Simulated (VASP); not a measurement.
Input for VASP

INCAR:
```
LWAVE  =  .FALSE.
LREAL  =  .FALSE.   # projection in real space or not
IBRION  =  2
ENCUT  =  520
LASPH  =  .TRUE.   # aspherical one-centre terms
SYSTEM  =  Nb
NSW  =  60   # most ionic steps
EDIFFG  =  -0.01   # ionic stop
LMAXMIX  =  4
ALGO  =  Normal   # blocked Davidson
ISIF  =  3   # ions, shape and volume
NELM  =  100
SIGMA  =  0.1   # width (eV)
PREC  =  Accurate
ISMEAR  =  1   # Methfessel-Paxton
EDIFF  =  1E-6
LCHARG  =  .FALSE.
```

### KPOINTS
```
Automatic mesh
0
Gamma
14 14 14
0 0 0
```

POSCAR:
```
Nb
1.0
 -1.6230898898   1.6230898898   1.6230898898
  1.6230898898  -1.6230898898   1.6230898898
  1.6230898898   1.6230898898  -1.6230898898
Nb
1
Cartesian
  0.0000000000   0.0000000000   3.2461797796
```

POTCAR, in this order: Nb_sv (LDA.64 set). Program: vasp_std.

Q: Translate this LDA calculation to Quantum ESPRESSO's pw.x.

A: One equivalent input (not run):
```
&CONTROL
  calculation = 'vc-relax'
  pseudo_dir = './pseudo'
  outdir = './out'
  tprnfor = .true.
  tstress = .true.
  nstep = 60
  forc_conv_thr = 0.00039
/
&SYSTEM
  ibrav = 0
  nat = 1
  ntyp = 1
  ecutwfc = 82
  occupations = 'smearing'
  smearing = 'methfessel-paxton'
  degauss = 0.00735
  input_dft = 'pz'
/
&ELECTRONS
  conv_thr = 7.3e-08
  electron_maxstep = 100
/
&IONS
/
&CELL
/
ATOMIC_SPECIES
  Nb 92.906 Nb.upf
CELL_PARAMETERS angstrom
    -1.6230899    1.6230899    1.6230899
     1.6230899   -1.6230899    1.6230899
     1.6230899    1.6230899   -1.6230899
ATOMIC_POSITIONS crystal
  Nb   1.0000000  1.0000000  0.0000000
K_POINTS automatic
  14 14 14 0 0 0
```
What does not carry over: the potentials are each code's own (VASP's PAW set, PseudoDojo norm-conserving files in pw.x), so ENCUT and ecutwfc are chosen apart and not converted; conv_thr bounds pw.x's estimated SCF error, while EDIFF bounds the energy change between steps; forc_conv_thr acts on force components and is met together with etot_conv_thr.

The compound is Nb in the bcc structure. It was relaxed first. The start is the result of an earlier pass.
